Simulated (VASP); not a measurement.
# Hf2CdSb3 (P-4m2) in VASP: single point with PBEsol

Aim: the single point of Hf2CdSb3 with PBEsol.

Program: VASP 6.6.1. These are calculated values, not measurements. Logs are shortened: lines on timing, memory, paths and dates and some standing lists are left out, and cuts for length are marked.

### 1 Starting point

The structure is tetragonal, space group P-4m2 (No. 115). The conventional cell has a = 4.074 Å, b = 4.074 Å, c = 8.929 Å, α = 90.00°, β = 90.00°, γ = 90.00°. Sb (site symmetry -4m2) has 4 Cd at 2.88 Å and 4 Hf at 3.13 Å as nearest neighbours. Sb (site symmetry 2mm) is surrounded by 5 Hf at 3.06 to 3.14 Å. Cd (site symmetry -4m2) has 4 Sb at 2.88 Å and 4 Hf at 3.13 Å as nearest neighbours. Hf (site symmetry 2mm) has 7 Sb at 3.06 to 3.14 Å and 2 Cd at 3.13 Å as nearest neighbours.

The cell was built by a generator and needn't be a form met in nature.

### 2 Single point, PBEsol

Contents of INCAR:

```
ALGO = Fast
EDIFF = 1E-7
ENCUT = 520
GGA = PS
ISIF = 2
ISMEAR = -1
LASPH = True
LCHARG = True
LELF = True
LREAL = False
LVHAR = True
LWAVE = False
NBANDS = 32
NELM = 60
PREC = Accurate
SIGMA = 0.1
```

Contents of KPOINTS:

```
k-points
0
Gamma
  8 8 4
```

Contents of POSCAR:

```
Hf2CdSb3
1.0
    4.0740550000      0.0000000000      0.0000000000
    0.0000000000      4.0740550000      0.0000000000
    0.0000000000      0.0000000000      8.9288240000
Sb Cd Hf
3 1 2
Direct
    0.5000000000      0.5000000000      0.0000000000
    0.0000000000      0.5000000000      0.3820000000
    0.5000000000      0.0000000000      0.6180000000
    0.0000000000      0.0000000000      0.0000000000
    0.0000000000      0.5000000000      0.7340000000
    0.5000000000      0.0000000000      0.2660000000
```

Potentials or basis: VASP PAW PBE potentials, release 64 (Sb, Cd, Hf_pv).

Run with:

```
$ cat potpaw_PBE.64/Sb/POTCAR potpaw_PBE.64/Cd/POTCAR potpaw_PBE.64/Hf_pv/POTCAR > POTCAR
$ mpirun -np 1 vasp_std > vasp.out
```

OUTCAR:

```text
EDIFF = 1E-7
   ENCUT = 520
   GGA = PS
   ISIF = 2
   ISMEAR = -1
   LASPH = True
   LREAL = False
   NELM = 60
   PREC = Accurate

 ion  position               nearest neighbor table
   1  0.500  0.500  0.000-   4 2.88   4 2.88   4 2.88   4 2.88   6 3.13   6 3.13   5 3.13   5 3.13

   2  0.000  0.500  0.382-   6 3.06   6 3.06   6 3.06   6 3.06   5 3.14   3 3.57   3 3.57   3 3.57
                             3 3.57
   3  0.500  0.000  0.618-   5 3.06   5 3.06   5 3.06   5 3.06   6 3.14   2 3.57   2 3.57   2 3.57
                             2 3.57
   4  0.000  0.000  0.000-   1 2.88   1 2.88   1 2.88   1 2.88   5 3.13   6 3.13   6 3.13   5 3.13

   5  0.000  0.500  0.734-   3 3.06   3 3.06   3 3.06   3 3.06   4 3.13   1 3.13   4 3.13   1 3.13
                             2 3.14
   6  0.500  0.000  0.266-   2 3.06   2 3.06   2 3.06   2 3.06   1 3.13   4 3.13   4 3.13   1 3.13
                             3 3.14

  LATTYP: Found a simple tetragonal cell.
 ALAT       =     4.0740550000
 C/A-ratio  =     2.1916306972

  Lattice vectors:

 A1 = (   4.0740550000,   0.0000000000,   0.0000000000)
 A2 = (   0.0000000000,   4.0740550000,   0.0000000000)
 A3 = (   0.0000000000,   0.0000000000,   8.9288240000)

Analysis of symmetry for initial positions (statically):
=====================================================================
 Subroutine PRICEL returns:
 Original cell was already a primitive cell.

 Routine SETGRP: Setting up the symmetry group for a
 simple tetragonal supercell.

 Subroutine GETGRP returns: Found  8 space group operations
 (whereof  8 operations were pure point group operations)
 out of a pool of 16 trial point group operations.

The static configuration has the point symmetry D_2d.

Analysis of symmetry for dynamics (positions and initial velocities):
=====================================================================
 Subroutine PRICEL returns:
 Original cell was already a primitive cell.

 Routine SETGRP: Setting up the symmetry group for a
 simple tetragonal supercell.

 Subroutine GETGRP returns: Found  8 space group operations
 (whereof  8 operations were pure point group operations)
 out of a pool of 16 trial point group operations.

The dynamic configuration has the point symmetry D_2d.

 Subroutine INISYM returns: Found  8 space group operations
 (whereof  8 operations are pure point group operations),
 and found     1 'primitive' translations

----------------------------------------------------------------------------------------

                                     Primitive cell

  volume of cell :     148.1999

  direct lattice vectors                    reciprocal lattice vectors
     4.074055000  0.000000000  0.000000000     0.245455695  0.000000000  0.000000000
     0.000000000  4.074055000  0.000000000     0.000000000  0.245455695  0.000000000
     0.000000000  0.000000000  8.928824000     0.000000000  0.000000000  0.111996832

  length of vectors
     4.074055000  4.074055000  8.928824000     0.245455695  0.245455695  0.111996832

  position of ions in fractional coordinates (direct lattice)
     0.500000000  0.500000000  0.000000000
     0.000000000  0.500000000  0.382000000
     0.500000000  0.000000000  0.618000000
     0.000000000  0.000000000  0.000000000
     0.000000000  0.500000000  0.734000000
     0.500000000  0.000000000  0.266000000

  ion indices of the primitive-cell ions
   primitive index   ion index
                 1           1
                 2           2
                 3           3
                 4           4
                 5           5
                 6           6

----------------------------------------------------------------------------------------

 KPOINTS: k-points

Automatic generation of k-mesh.
 Grid dimensions read from file:
 generate k-points for:    8    8    4

 Generating k-lattice:

  Cartesian coordinates                     Fractional coordinates (reciprocal lattice)
     0.030681962  0.000000000  0.000000000     0.125000000  0.000000000  0.000000000
     0.000000000  0.030681962  0.000000000     0.000000000  0.125000000  0.000000000
     0.000000000  0.000000000  0.027999208     0.000000000  0.000000000  0.250000000

  Length of vectors
     0.030681962  0.030681962  0.027999208

  Shift w.r.t. Gamma in fractional coordinates (k-lattice)
     0.000000000  0.000000000  0.000000000

 Subroutine IBZKPT returns following result:
 ===========================================

 Found     45 irreducible k-points:

 Following reciprocal coordinates:
            Coordinates               Weight
  0.000000  0.000000  0.000000      1.000000
  0.125000  0.000000  0.000000      4.000000
  0.250000  0.000000  0.000000      4.000000
  0.375000  0.000000  0.000000      4.000000
  0.500000  0.000000  0.000000      2.000000
  0.125000  0.125000  0.000000      4.000000
[... 16 lines left out ...]
  0.375000  0.125000  0.250000     16.000000
  0.500000  0.125000  0.250000      8.000000
 [... further k-points ...]
   k-points           NKPTS =     45   k-points in BZ     NKDIM =     45   number of bands    NBANDS=     32
   number of dos      NEDOS =    301   number of ions     NIONS =      6
   total plane-waves  NPLWV =  63000
   dimension x,y,z NGX =    30 NGY =   30 NGZ =   70
   dimension x,y,z NGXF=    60 NGYF=   60 NGZF=  140
   ions per type =               3   1   2
   NGX,Y,Z   is equivalent  to a cutoff of  12.24, 12.24, 13.03 a.u.
   NGXF,Y,Z  is equivalent  to a cutoff of  24.48, 24.48, 26.07 a.u.
 SYSTEM =  unknown system
   PREC   = accura    normal or accurate (medium, high low for compatibility)
   ISTART =      0    job   : 0-new  1-cont  2-samecut
   ICHARG =      2    charge: 1-file 2-atom 10-const
   ISPIN  =      1    spin polarized calculation?
   LNONCOLLINEAR =      F non collinear calculations
   LSORBIT =      F    spin-orbit coupling
   LASPH  =      T    aspherical Exc in radial PAW
   ENCUT  =  520.0 eV  38.22 Ry    6.18 a.u.   7.58  7.58 16.60*2*pi/ulx,y,z
   NELM   =     60;   NELMIN=  2; NELMDL= -5     # of ELM steps
   EDIFF  = 0.1E-06   stopping-criterion for ELM
   LREAL  =      F    real-space projection
   EDIFFG = 0.1E-05   stopping-criterion for IOM
   NSW    =      0    number of steps for IOM
   IBRION =     -1    ionic relax: 0-MD 1-quasi-New 2-CG
   NFREE  =      0    steps in history (QN), initial steepest desc. (CG)
   ISIF   =      2    stress and relaxation
   ISYM   =      2    0-nonsym 1-usesym 2-fastsym
   POTIM  = 0.5000    time-step for ionic-motion
   TEBEG  =    0.0;   TEEND  =   0.0 temperature during run
   PSTRESS=    0.0 pullay stress
   NELECT =      47.0000    total number of electrons
   NUPDOWN=      -1.0000    fix difference up-down
   EMIN   =  10.00;   EMAX   =-10.00  energy-range for DOS
   EFERMI =   0.00;   METHOD = LEGACY
   ISMEAR =    -1;   SIGMA  =   0.10  broadening in eV -4-tet -1-fermi 0-gaus
   EFERMI_NEDOS =   21; number of points for ismear=-14 and -15
   IALGO  =     68    algorithm
   IMIX   =      4    mixing-type and parameters
     AMIX     =   0.40;   BMIX     =  1.00
     AMIX_MAG =   1.60;   BMIX_MAG =  1.00
  volume/ion in A,a.u.               =      24.70       166.68
  Fermi-wavevector in a.u.,A,eV,Ry     =   1.116413  2.109714 16.957993  1.246377
  Thomas-Fermi vector in A             =   2.253026
   LORBIT       =      0    0 simple, 1 ext, 2 COOP (PROOUT), +10 PAW based schemes
   GGA     = PS    functional components
   LHFCALC =     F    Hartree Fock is set to
   AEXX    =    0.0000 exact exchange contribution
   IVDW    =     0    specifies the selected vdW correction
   LEPSILON=     F    determine dielectric tensor
   LRPA    =     F    only Hartree local field effects (RPA)
 non-spin polarized calculation
 RMM-DIIS sequential band-by-band and
  energy-cutoff  :      520.00
  volume of cell :      148.20
 maximum number of plane-waves:      4020
   NGX = 15   NGY = 15   NGZ = 33

 number of electron      46.9999993 magnetization

 Free energy of the ion-electron system (eV)
  ---------------------------------------------------
  ext. energy  EPLUGINS =         0.00000000
  ---------------------------------------------------
  free energy    TOTEN  =       -37.85557613 eV

  energy without entropy =      -37.74456971  energy(sigma->0) =      -37.80007292

 E-fermi :   6.0496     XC(G=0): -10.7090

 val. band max:        6.0479436574   @ k =   0.5000   0.0000   0.5000
 cond. band min:       6.0639617163   @ k =   0.5000   0.0000   0.0000
 fundamental gap:      0.0160180589
 Fermi energy:         6.0496034285

 k-point     1 :       0.0000    0.0000    0.0000
  band No.  band energies     occupation
      1     -25.1483      2.00000
      2     -25.1419      2.00000
      3     -25.1106      2.00000
      4     -25.1106      2.00000
      5     -25.1064      2.00000
      6     -25.1064      2.00000
[... 24 lines left out ...]
     31       8.2902      0.00000
     32       9.8635      0.00000

 k-point     2 :       0.1250    0.0000    0.0000
  band No.  band energies     occupation
      1     -25.1476      2.00000
      2     -25.1417      2.00000
      3     -25.1151      2.00000
      4     -25.1112      2.00000
      5     -25.1100      2.00000
      6     -25.1059      2.00000
[... 24 lines left out ...]
     31       9.0914      0.00000
     32       9.9661      0.00000

 k-point     3 :       0.2500    0.0000    0.0000
  band No.  band energies     occupation
      1     -25.1458      2.00000
      2     -25.1412      2.00000
      3     -25.1261      2.00000
      4     -25.1226      2.00000
      5     -25.1086      2.00000
      6     -25.1046      2.00000
[... 24 lines left out ...]
     31       9.8162      0.00000
     32      10.0800      0.00000

 k-point     4 :       0.3750    0.0000    0.0000
  band No.  band energies     occupation
      1     -25.1438      2.00000
      2     -25.1412      2.00000
      3     -25.1370      2.00000
      4     -25.1340      2.00000
      5     -25.1073      2.00000
      6     -25.1033      2.00000
[... 654 lines left out ...]
     31       9.4971      0.00000
     32       9.7244      0.00000

 k-point    23 :       0.3750    0.1250    0.2500
  band No.  band energies     occupation
      1     -25.1430      2.00000
      2     -25.1411      2.00000
      3     -25.1362      2.00000
      4     -25.1332      2.00000
      5     -25.1117      2.00000
      6     -25.1079      2.00000
[... 24 lines left out ...]
     31       9.6520      0.00000
     32       9.7732      0.00000

 k-point    24 :       0.5000    0.1250    0.2500
  band No.  band energies     occupation
      1     -25.1423      2.00000
      2     -25.1422      2.00000
      3     -25.1397      2.00000
      4     -25.1377      2.00000
      5     -25.1112      2.00000
      6     -25.1073      2.00000
[... 24 lines left out ...]
     31       9.4370      0.00000
     32       9.4721      0.00000

 [... further k-points ...]
[... 5 lines left out ...]
  --------------------------------------------------------------------------------------
  -------------------------------------------------------------------------------------
  Total       -6.0625735     -6.0625735     -7.6666237      0.0000000      0.0000000      0.0000000
  in kB      -65.5419810    -65.5419810    -82.8832344      0.0000000      0.0000000      0.0000000
  external PRESSURE =     -71.3223988 kB  Pullay stress =       0.0000000 kB

 VOLUME and BASIS-vectors are now :
 -----------------------------------------------------------------------------
  energy-cutoff  :      520.00
  volume of cell :      148.20
      direct lattice vectors                 reciprocal lattice vectors
     4.074055000  0.000000000  0.000000000     0.245455695  0.000000000  0.000000000
     0.000000000  4.074055000  0.000000000     0.000000000  0.245455695  0.000000000
     0.000000000  0.000000000  8.928824000     0.000000000  0.000000000  0.111996832

 POSITION                                       TOTAL-FORCE (eV/Angst)
 -----------------------------------------------------------------------------------
      2.03703      2.03703      0.00000         0.000000      0.000000      0.000000
      0.00000      2.03703      3.41081         0.000000     -0.000000     -0.259468
      2.03703      0.00000      5.51801         0.000000      0.000000      0.259468
      0.00000      0.00000      0.00000        -0.000000      0.000000      0.000000
      0.00000      2.03703      6.55376        -0.000000      0.000000     -0.431952
      2.03703      0.00000      2.37507         0.000000      0.000000      0.431952
 -----------------------------------------------------------------------------------
    total drift:                                0.000000      0.000000      0.000000

  FREE ENERGIE OF THE ION-ELECTRON SYSTEM (eV)
  ---------------------------------------------------
  free  energy   TOTEN  =       -37.8555761313 eV

  energy  without entropy=      -37.7445697143  energy(sigma->0) =      -37.80007292
```

Wall time 3.6 min (1 thread of Intel Xeon Platinum 8488C (Sapphire Rapids), shared host); peak memory 0.38 GiB.

What came out:

```
Free energy            : -37.8556 eV
Pressure               : -7.1 GPa
Largest force          : 0.432 eV/Å
Band gap on the k mesh : none (metal or under the smearing width)
```

Forces in eV/Å, atoms in the order of the input:
```
Sb   0.000  0.000  0.000
Sb   0.000  0.000 -0.259
Sb   0.000  0.000  0.259
Cd   0.000  0.000  0.000
Hf   0.000  0.000 -0.432
Hf   0.000  0.000  0.432
```

Caveat: the PAW data sets were made with another functional, which shifts forces and pressure a little.
